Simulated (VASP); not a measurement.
These are rev-vdW-DF2, VASP's PBE PAW potentials (set 64) (plane waves; VASP) values and carry that method's errors.

Input for VASP

KPOINTS:
```
Automatic mesh
0
Gamma
6 6 6
0 0 0
```

INCAR:
```
AGGAC = 0.0
ALGO = Normal
EDIFF = 1E-7
ENCUT = 520
GGA = MK
ISIF = 2
ISMEAR = -5
LASPH = .TRUE.
LCHARG = .TRUE.
LEFG = .TRUE.
LMAXMIX = 4
LORBIT = 11
LREAL = .FALSE.
LUSE_VDW = .TRUE.
LWAVE = .FALSE.
NEDOS = 601
NELM = 100
PARAM1 = 0.1234568
PARAM2 = 0.7114
PREC = Accurate
SYSTEM = BaTiO3
ZAB_VDW = -1.8867
```

File POSCAR:
```
BaTiO3
1.0
  4.0090653473   0.0000000000   0.0000000000
  0.0000000000   4.0090653473   0.0000000000
  0.0000000000   0.0000000000   4.0090653473
Ba Ti O
1 1 3
Direct
  0.0000000000   0.0000000000   0.0000000000
  0.5000000000   0.5000000000   0.5000000000
  0.5000000000   0.0000000000   0.5000000000
  0.0000000000   0.5000000000   0.5000000000
  0.5000000000   0.5000000000   0.0000000000
```

POTCAR, in this order: Ba_sv Ti_sv O (PBE.64 set). Program: vasp_std.

Unless said otherwise, spin-orbit coupling is left out, though it shifts the bands of the heavy elements here.

Q: Estimate the energy per atom (σ→0), band gap (on the k-mesh).

A: 
```
Quantity                                  Result
------------------------  ----------------------
energy per atom (σ→0)     -621.3 kJ/mol of atoms
band gap (on the k-mesh)                 1.72 eV
```

### OSZICAR
```
...
DAV:  10    -0.321950643378E+02    0.13862E-01   -0.88911E-02  1264   0.317E+00    0.354E-01
DAV:  11    -0.321944212145E+02    0.64312E-03   -0.47256E-03  1480   0.556E-01    0.528E-02
DAV:  12    -0.321943929614E+02    0.28253E-04   -0.52630E-04  1152   0.260E-01    0.177E-02
DAV:  13    -0.321943949276E+02   -0.19662E-05   -0.32052E-05  1376   0.380E-02    0.108E-02
DAV:  14    -0.321943969967E+02   -0.20691E-05   -0.10588E-05  1224   0.260E-02    0.975E-03
DAV:  15    -0.321943957598E+02    0.12369E-05   -0.76745E-06  1232   0.233E-02    0.156E-03
DAV:  16    -0.321943958293E+02   -0.69479E-07   -0.61310E-07  1008   0.700E-03
   1 F= -.32194396E+02 E0= -.32194396E+02  d E =0.000000E+00
```

The compound is BaTiO3 in the cubic perovskite structure, the ideal cubic form; the compound distorts at low or room temperature. It was relaxed first.
